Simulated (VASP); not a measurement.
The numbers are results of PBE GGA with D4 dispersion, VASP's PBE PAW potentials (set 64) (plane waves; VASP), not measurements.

A VASP calculation is set up with these files.

**POSCAR**
```
InP
1
    0.0000000000     2.9447721827     2.9447721827
    2.9447721827     0.0000000000     2.9447721827
    2.9447721827     2.9447721827    -0.0000000000
In P
1 1
Direct
  0.0000000000   0.0000000000   0.0000000000
  0.2500000000   0.2500000000   0.2500000000
```

### INCAR
```
ALGO  =  Normal
EDIFF  =  1E-7
ENCUT  =  520
GGA  =  PE
ISIF  =  2
ISMEAR  =  -5
IVDW  =  13
LASPH  =  .TRUE.
LCHARG  =  .TRUE.
LMAXMIX  =  4
LORBIT  =  11
LREAL  =  .FALSE.
LWAVE  =  .FALSE.
NEDOS  =  601
NELM  =  100
PREC  =  Accurate
SYSTEM  =  InP
```

KPOINTS:
```
Regular mesh
0
gamma
  9 9 9
```

POTCAR, in this order: In_d P (PBE.64 set). Program: vasp_std.

What VASP printed:

File OSZICAR:
```
       N       E                     dE             d eps       ncg     rms          rms(c)
DAV:   1     0.111971873565E+03    0.11197E+03   -0.86547E+03   915   0.155E+03
DAV:   2    -0.488787418058E+00   -0.11246E+03   -0.10957E+03   935   0.326E+02
DAV:   3    -0.858221538521E+01   -0.80934E+01   -0.80265E+01  1200   0.916E+01
DAV:   4    -0.880042575484E+01   -0.21821E+00   -0.21806E+00  1082   0.166E+01
DAV:   5    -0.881016298522E+01   -0.97372E-02   -0.97368E-02  1334   0.312E+00    0.555E+00
DAV:   6    -0.842045121721E+01    0.38971E+00   -0.74734E-01  1364   0.156E+01    0.341E+00
DAV:   7    -0.839377324664E+01    0.26678E-01   -0.19772E-01  1232   0.388E+00    0.123E+00
DAV:   8    -0.839402089768E+01   -0.24765E-03   -0.16939E-02  1161   0.191E+00    0.365E-01
DAV:   9    -0.839475084750E+01   -0.72995E-03   -0.23113E-03  1133   0.730E-01    0.197E-01
DAV:  10    -0.839478973479E+01   -0.38887E-04   -0.21306E-04  1268   0.128E-01    0.135E-01
DAV:  11    -0.839483518239E+01   -0.45448E-04   -0.31246E-05  1030   0.443E-02    0.539E-02
DAV:  12    -0.839485209815E+01   -0.16916E-04   -0.48788E-05  1051   0.120E-01    0.218E-02
DAV:  13    -0.839485231469E+01   -0.21653E-06   -0.22696E-06  1123   0.156E-02    0.190E-02
DAV:  14    -0.839485249928E+01   -0.18459E-06   -0.91163E-07  1015   0.106E-02    0.667E-03
DAV:  15    -0.839485266013E+01   -0.16085E-06   -0.74293E-08   785   0.219E-03    0.291E-03
DAV:  16    -0.839485266406E+01   -0.39308E-08   -0.12084E-08   515   0.196E-03
   1 F= -.90585942E+01 E0= -.90585942E+01  d E =0.000000E+00
```

### OUTCAR
```
------------------------ aborting loop because EDIFF is reached ----------------------------------------
  Edisp (eV):   -0.66374
  FORCE on cell =-STRESS in cart. coord.  units (eV):
  Direction    XX          YY          ZZ          XY          YZ          ZX
  --------------------------------------------------------------------------------------
  Total       0.00388     0.00388     0.00388    -0.00000    -0.00000     0.00000
  in kB       0.12186     0.12186     0.12186    -0.00000    -0.00000     0.00000
  external pressure =        0.12 kB  Pullay stress =        0.00 kB
  volume of cell :       51.07
      direct lattice vectors                 reciprocal lattice vectors
     0.000000000  2.944772183  2.944772183    -0.169792422  0.169792422  0.169792422
     2.944772183  0.000000000  2.944772183     0.169792422 -0.169792422  0.169792422
     2.944772183  2.944772183  0.000000000     0.169792422  0.169792422 -0.169792422
  FREE ENERGIE OF THE ION-ELECTRON SYSTEM (eV)
  ---------------------------------------------------
  free  energy   TOTEN  =        -9.0585942330 eV

  energy  without entropy=       -9.0585942330  energy(sigma->0) =       -9.05859423

 total charge

# of ion       s       p       d       tot
------------------------------------------
    1        0.827   0.752   9.898  11.478
    2        1.031   1.489   0.000   2.520
--------------------------------------------------
tot          1.858   2.241   9.898  13.998
```
(Selected blocks of OUTCAR.)

### OUTCAR
```
 val. band max:        5.0303359034   @ k =   0.0000   0.0000   0.0000

 cond. band min:       5.6630676866   @ k =   0.0000   0.0000   0.0000


 Fermi energy:         5.0326813077

 k-point     1 :       0.0000    0.0000    0.0000
  band No.  band energies     occupation
      1      -9.1266      2.00000
      2      -9.1266      2.00000
      3      -9.1266      2.00000
      4      -8.9816      2.00000
      5      -8.9816      2.00000
      6      -6.3880      2.00000
      7       5.0303      2.00000
      8       5.0303      2.00000
      9       5.0303      2.00000
     10       5.6631      0.00000
     11       9.1229      0.00000
     12       9.1229      0.00000
     13       9.1229      0.00000

 k-point     2 :       0.1111    0.0000    0.0000
  band No.  band energies     occupation
      1      -9.1408      2.00000
      2      -9.1209      2.00000
      3      -9.1209      2.00000
      4      -8.9816      2.00000
      5      -8.9816      2.00000
      6      -6.2498      2.00000
      7       3.6992      2.00000
      8       4.8836      2.00000
      9       4.8836      2.00000
     10       6.5454      0.00000
     11       9.2129      0.00000
     12       9.3446      0.00000
     13       9.3446      0.00000

 k-point     3 :       0.2222    0.0000    0.0000
  band No.  band energies     occupation
      1      -9.1754      2.00000
      2      -9.1078      2.00000
      3      -9.1078      2.00000
      4      -8.9801      2.00000
      5      -8.9801      2.00000
      6      -5.8573      2.00000
      7       2.0225      2.00000
      8       4.5678      2.00000
      9       4.5678      2.00000
     10       6.8123      0.00000
     11       9.7448      0.00000
     12       9.7448      0.00000
     13      10.0078      0.00000

 k-point     4 :       0.3333    0.0000    0.0000
  band No.  band energies     occupation
      1      -9.2126      2.00000
      2      -9.0959      2.00000
      3      -9.0959      2.00000
...
```

Unless said otherwise, spin-orbit coupling is left out, though it shifts the bands of the heavy elements here.

The compound is InP in the zinc blende structure. It was relaxed first.
